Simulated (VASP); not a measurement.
These are LDA (Ceperley-Alder, Perdew-Zunger), VASP's LDA PAW potentials (set 64) (plane waves; VASP) values and carry that method's errors.

VASP ran on this input.

KPOINTS:
```
Automatic mesh
0
Gamma
15 15 15
0 0 0
```

INCAR:
```
SYSTEM = Pd
PREC = Accurate
ENCUT = 400
EDIFF = 1E-6
NELM = 100
ALGO = Normal
LREAL = .FALSE.
LASPH = .TRUE.
ISMEAR = 1
SIGMA = 0.1
LMAXMIX = 4
LWAVE = .FALSE.
LCHARG = .FALSE.
IBRION = 2
ISIF = 3
NSW = 60
EDIFFG = -0.01
```

POSCAR:
```
Pd
1
    0.0000000000     1.9202123202     1.9202123202
    1.9202123202     0.0000000000     1.9202123202
    1.9202123202     1.9202123202    -0.0000000000
Pd
1
Direct
  0.0000000000   0.0000000000   0.0000000000
```

POTCAR, in this order: Pd (LDA.64 set). Program: vasp_std.

What VASP printed:

OSZICAR:
```
       N       E                     dE             d eps       ncg     rms          rms(c)
DAV:   1     0.300229919903E+02    0.30023E+02   -0.45634E+03  2176   0.838E+02
DAV:   2    -0.653893778005E+01   -0.36562E+02   -0.35377E+02  2381   0.173E+02
DAV:   3    -0.684989752299E+01   -0.31096E+00   -0.30815E+00  2514   0.181E+01
DAV:   4    -0.685163397617E+01   -0.17365E-02   -0.17363E-02  2563   0.128E+00
DAV:   5    -0.685165230109E+01   -0.18325E-04   -0.18325E-04  2546   0.109E-01    0.911E+00
DAV:   6    -0.652427468993E+01    0.32738E+00   -0.14554E+00  2201   0.114E+01    0.429E+00
DAV:   7    -0.650700795388E+01    0.17267E-01   -0.13080E-02  2539   0.955E-01    0.219E+00
DAV:   8    -0.650115825858E+01    0.58497E-02   -0.15871E-03  2354   0.373E-01    0.739E-02
DAV:   9    -0.650116457621E+01   -0.63176E-05   -0.10198E-05  2936   0.327E-02    0.176E-02
DAV:  10    -0.650116753216E+01   -0.29560E-05   -0.16386E-06  2463   0.114E-02    0.168E-03
DAV:  11    -0.650116752492E+01    0.72339E-08   -0.13999E-08  1168   0.112E-03
   1 F= -.65011675E+01 E0= -.65014384E+01  d E =-.650117E+01
       N       E                     dE             d eps       ncg     rms          rms(c)
DAV:   1    -0.650940458553E+01   -0.82371E-02   -0.17493E-01  2188   0.477E+00    0.643E-01
DAV:   2    -0.650100558113E+01    0.83990E-02   -0.40412E-02  2174   0.187E+00    0.154E-01
DAV:   3    -0.650091895985E+01    0.86621E-04   -0.38126E-04  2641   0.151E-01    0.910E-02
DAV:   4    -0.650091984923E+01   -0.88938E-06   -0.10199E-04  2426   0.793E-02    0.633E-03
DAV:   5    -0.650091991483E+01   -0.65600E-07   -0.79201E-07  2207   0.910E-03
   2 F= -.65009199E+01 E0= -.65011976E+01  d E =0.247610E-03
       N       E                     dE             d eps       ncg     rms          rms(c)
DAV:   1    -0.650512326554E+01   -0.42034E-02   -0.80025E-02  2186   0.323E+00    0.428E-01
DAV:   2    -0.650128699724E+01    0.38363E-02   -0.18588E-02  2175   0.127E+00    0.113E-01
DAV:   3    -0.650124856432E+01    0.38433E-04   -0.16487E-04  2579   0.991E-02    0.663E-02
DAV:   4    -0.650124847682E+01    0.87506E-07   -0.44607E-05  2426   0.526E-02    0.352E-03
DAV:   5    -0.650124867994E+01   -0.20312E-06   -0.40061E-07  1993   0.578E-03
   3 F= -.65012487E+01 E0= -.65015218E+01  d E =-.811550E-04
```

File OUTCAR:
```
------------------------ aborting loop because EDIFF is reached ----------------------------------------
  FORCE on cell =-STRESS in cart. coord.  units (eV):
  Direction    XX          YY          ZZ          XY          YZ          ZX
  --------------------------------------------------------------------------------------
  Total        0.0006437      0.0006437      0.0006437      0.0000000      0.0000000     -0.0000000
  in kB        0.0730296      0.0730296      0.0730296      0.0000000      0.0000000     -0.0000000
  external PRESSURE =       0.0730296 kB  Pullay stress =       0.0000000 kB
  volume of cell :       14.12
      direct lattice vectors                 reciprocal lattice vectors
    -0.000000000  1.918462889  1.918462889    -0.260625318  0.260625318  0.260625318
     1.918462889  0.000000000  1.918462889     0.260625318 -0.260625318  0.260625318
     1.918462889  1.918462889 -0.000000000     0.260625318  0.260625318 -0.260625318
 POSITION                                       TOTAL-FORCE (eV/Angst)
 -----------------------------------------------------------------------------------
      0.00000      0.00000      0.00000        -0.000000      0.000000      0.000000
 -----------------------------------------------------------------------------------
    total drift:                                0.000000     -0.000000     -0.000000
  FREE ENERGIE OF THE ION-ELECTRON SYSTEM (eV)
  ---------------------------------------------------
  free  energy   TOTEN  =        -6.5012486799 eV

  energy  without entropy=       -6.5020680182  energy(sigma->0) =       -6.50152179

 reached required accuracy - stopping structural energy minimisation
```
(Selected blocks of OUTCAR.)

CONTCAR:
```
Pd
   1.00000000000000
    -0.0000000000000000    1.9184628887791149    1.9184628887791149
     1.9184628887791149    0.0000000000000000    1.9184628887791149
     1.9184628887791149    1.9184628887791149   -0.0000000000000000
  Pd
     1
Direct
     0.0000000000000000    0.0000000000000000    0.0000000000000000
```

The structure comes from a computed database's Pd entry (Fm-3m); how it stands against other phases isn't given here. This run relaxes it. Symmetry was kept, so distortions that lower it aren't found. The start is the result of an earlier pass.
